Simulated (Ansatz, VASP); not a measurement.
**Zr4F: VASP beside Ansatz**

```
CELL_PARAMETERS angstrom
-2.98229 2.98229 2.98229
2.98229 -2.98229 2.98229
2.98229 2.98229 -2.98229
ATOMIC_POSITIONS crystal
Zr 0.00000 0.00000 0.50000
Zr 0.50000 0.00000 0.00000
Zr 0.50000 0.50000 0.50000
Zr 0.00000 0.50000 0.00000
F 0.00000 0.00000 0.00000
```

Change from the starting cell: species swapped into the NiHg4 type (Im-3m, No. 229).

Alike in both runs: functional PBE; k mesh 10 × 10 × 10; occupations gaussian, width 0.1 eV; no spin polarisation.

Ansatz relaxed the structure, and its values are those at the end. VASP's run is a single point on that final structure, the one shown.

|  | VASP | Ansatz |
| --- | --- | --- |
| version | VASP 6.6.1 | Ansatz 0.2.0 |
| potentials or method | VASP PAW PBE potentials, release 64 (Zr_sv, F) | scalar-relativistic, plane waves, PAW |
| plane-wave cutoff (eV) | 520 | 420 |
| valence electrons in the cell | 55 | 55 |

```csv
,VASP,Ansatz,Ansatz less VASP
gap on the k mesh at the Fermi level (eV),none,none,-
pressure (GPa),0.0,0.0,0.00
```

A gap of «none» marks a metal or a gap that the smearing closes.

Caveats: an odd number of electrons without spin polarisation forces a metal; a magnetic or distorted state may lie lower.
